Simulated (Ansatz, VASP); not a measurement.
TeO: VASP beside Ansatz

```
Te O
1.0
     5.78179    0.00000    0.00000
     0.00000    3.67741    0.00000
     0.00000    0.00000    4.28856
Te O
2 2
Cartesian
  1.4454 0.0000 0.4040
  4.3363 0.0000 3.8846
  1.4454 1.8387 3.7619
  4.3363 1.8387 0.5266
```

Change from the starting cell: species swapped into the TiPt type (Pmma, No. 51).

Alike in both runs: functional PBE; k mesh 4 × 6 × 4; occupations gaussian, width 0.1 eV; no spin polarisation.

Ansatz relaxed the structure, and its values are those at the end. VASP's run is a single point on that final structure, the one shown.

|  | VASP | Ansatz |
| --- | --- | --- |
| version | VASP 6.6.1 | Ansatz 0.2.0 |
| potentials or method | VASP PAW PBE potentials, release 64 (Te, O) | scalar-relativistic, plane waves, PAW |
| plane-wave cutoff (eV) | 520 | 420 |
| valence electrons in the cell | 24 | 44 |

|  | VASP | Ansatz | Ansatz less VASP |
| --- | --- | --- | --- |
| gap on the k mesh at the Fermi level (eV) | none | none | - |
| pressure (GPa) | -0.2 | 0.0 | +0.17 |
| rms of the force components (eV/Å) | 0.008 | 0.002 | -0.0065 |

A gap of «none» marks a metal or a gap that the smearing closes. The two sets of potentials don't hold the same shells in valence.

Caveats: the k mesh is coarse (spacing up to 0.37 Å⁻¹), so the values aren't converged; this functional lacks dispersion, which binds the layers, so the pressure and a relaxed spacing across them are unreliable. The runs have no spin-orbit coupling, so splittings on Te are missing.
